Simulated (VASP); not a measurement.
Output of a VASP run:

OSZICAR:
```
       N       E                     dE             d eps       ncg     rms          rms(c)
DAV:   1    -0.560447210851E+03   -0.56045E+03   -0.10063E+01   326   0.787E+00    0.150E+01
DAV:   2    -0.560523626538E+03   -0.76416E-01   -0.31477E-01   364   0.127E+00    0.109E+01
DAV:   3    -0.560505864080E+03    0.17762E-01   -0.17713E-02   380   0.340E-01    0.639E+00
DAV:   4    -0.560499704642E+03    0.61594E-02   -0.57636E-03   377   0.166E-01    0.367E+00
DAV:   5    -0.560497651421E+03    0.20532E-02   -0.10437E-03   361   0.726E-02    0.211E+00
DAV:   6    -0.560496965652E+03    0.68577E-03   -0.46284E-04   361   0.511E-02    0.120E+00
DAV:   7    -0.560496759896E+03    0.20576E-03   -0.13024E-04   361   0.273E-02    0.686E-01
DAV:   8    -0.560496692535E+03    0.67361E-04   -0.22824E-05   217   0.132E-02    0.399E-01
DAV:   9    -0.560496672435E+03    0.20101E-04   -0.15694E-05   201   0.110E-02    0.225E-01
DAV:  10    -0.560496667792E+03    0.46430E-05   -0.43656E-06   220   0.577E-03
   1 F= -.56049667E+03 E0= -.56049667E+03  d E =-.569092E-14
```

OUTCAR:
```
------------------------ aborting loop because EDIFF is reached ----------------------------------------
  volume of cell :      671.84
      direct lattice vectors                 reciprocal lattice vectors
     8.758331436  0.000000000  0.000000000     0.114176999  0.000000000  0.000000000
     0.000000000  8.758331436  0.000000000     0.000000000  0.114176999  0.000000000
     0.000000000  0.000000000  8.758331436     0.000000000  0.000000000  0.114176999
  FREE ENERGIE OF THE ION-ELECTRON SYSTEM (eV)
  ---------------------------------------------------
  free  energy   TOTEN  =      -560.4966677916 eV

  energy  without entropy=     -560.4966677916  energy(sigma->0) =     -560.49666779

  exchange ACFDT corr.  =         0.00000000  see jH, gK, PRB 81, 115126
```
(Selected blocks of OUTCAR.)

POSCAR:
```
C33Si32
1
    8.7583314356     0.0000000000     0.0000000000
    0.0000000000     8.7583314356     0.0000000000
    0.0000000000     0.0000000000     8.7583314356
Si C
32 33
Direct
  0.5004220580   0.9991237163   0.9973989990
  0.7516875724   0.2499499443   0.9984712825
  0.7492821991   0.9994548306   0.2462991999
  0.9990183281   0.9989324235   0.9956826269
  0.2502804593   0.2502103751   0.9976744486
  0.5010751694   0.5009931814   0.0005499907
  0.7507551545   0.7506984019   0.9978142565
  0.2485319460   0.9930137252   0.2415814740
  0.4987339688   0.2509298353   0.2492814448
  0.7528638281   0.5001591061   0.2470343270
  0.4987845575   0.9978097187   0.4972290495
  0.7508862106   0.2508470299   0.4975500692
  0.7504875804   0.9996337155   0.7473485284
  0.9991306059   0.5003522533   0.9974476461
  0.2500363975   0.7516353930   0.9984852537
  0.9930880647   0.2483584021   0.2415815193
  0.2509711016   0.4986795981   0.2492639129
  0.5003330108   0.7527869064   0.2469922225
  0.9947174721   0.9946826086   0.4952737263
  0.2185354847   0.2185377774   0.4671929460
  0.5104210980   0.5103809215   0.4916940219
  0.7535873198   0.7535407137   0.4958496214
  0.2500046717   0.9987561206   0.7464781100
  0.5099210982   0.2482190888   0.7615454800
  0.7523103483   0.5019339265   0.7477705259
  0.9994939895   0.7491837321   0.2463732033
  0.9978365764   0.4987399457   0.4972669715
  0.2509049578   0.7507936436   0.4975235098
  0.9988114817   0.2499176971   0.7464982738
  0.2482087594   0.5099368852   0.7615660698
  0.5020035819   0.7522467461   0.7478282652
  0.9996640278   0.7505041258   0.7474006954
  0.6243084035   0.1257369336   0.1224820370
  0.8739070126   0.3755102550   0.1198806519
  0.8732124155   0.1237356174   0.3714455978
  0.1237646086   0.1236312248   0.1206527856
  0.3750090669   0.3749427506   0.1235916967
  0.6261527663   0.6260290725   0.1241644467
  0.8752210089   0.8751399791   0.1219373133
  0.3739390846   0.1132194469   0.3633206623
  0.6290526024   0.3754472797   0.3722799374
  0.8761656828   0.6257136528   0.3720851952
  0.6226966780   0.1268414506   0.6230671989
  0.8748979142   0.3750025252   0.6231135097
  0.8748383907   0.1251451472   0.8716884642
  0.1257748528   0.6242676936   0.1224969282
  0.3756754699   0.8738331774   0.1198303097
  0.1132084079   0.3739018359   0.3633142361
  0.3755403822   0.6290037249   0.3722310577
  0.6258445205   0.8761652216   0.3720254939
  0.1181404153   0.1180757393   0.6220507050
  0.4079043385   0.4079490944   0.6580907710
  0.6321339809   0.6321077940   0.6219534549
  0.8748983660   0.8748845379   0.6224524898
  0.3742682397   0.1252545591   0.8714197679
  0.6303532346   0.3774616917   0.8775955494
  0.8759608429   0.6261330800   0.8729117925
  0.1238145518   0.8731835601   0.3714535078
  0.1268389385   0.6226814997   0.6230666450
  0.3750837507   0.8748109101   0.6231120481
  0.1252972021   0.3742167102   0.8714506486
  0.3775346487   0.6302961613   0.8776250738
  0.6261841961   0.8759452359   0.8729123719
  0.1252727171   0.8748187157   0.8717010083
  0.3518222288   0.3517332328   0.5280929720
```

Q: Write an INCAR and KPOINTS that could have produced this output.

A: Several could match; the one computed here: the input of the run itself, HSE06 screened hybrid, plane waves, VASP's PBE PAW potentials (set 64).

INCAR:
```
# general
SYSTEM   = C33Si32
PREC     = Normal
ENCUT    = 400   # plane-wave cut-off (eV)
LREAL    = Auto
LASPH    = .True.
ISYM     = 0

# electronic loop
EDIFF    = 1E-5   # SCF stop (eV)
NELM     = 50
NELMIN   = 4
ALGO     = Normal

# smearing
ISMEAR   = 0   # Gaussian
SIGMA    = 0.05   # width (eV)

# functional
GGA      = PE   # PBE
LHFCALC  = .True.
AEXX     = 0.25
HFSCREEN = 0.2   # 1/Angstrom
PRECFOCK = Fast

# ions
ISIF     = 0

# output
LWAVE    = .False.
LCHARG   = .False.
```

### KPOINTS
```
Automatic mesh
0
Gamma
1 1 1
0 0 0
```

POTCAR, in this order: Si C (PBE.64 set). Program: vasp_gam. Read from the step before: WAVECAR.

The supercell is sampled at Γ alone, which is coarse: total energies, pressure and levels can be off, energies of defects by several tenths of an eV.

The cell is a supercell with a defect, built from SiC (zinc blende): C_i. The cell's shape comes from a PBE relaxation. The run is not spin-polarised, so no state with unpaired spins was tried.
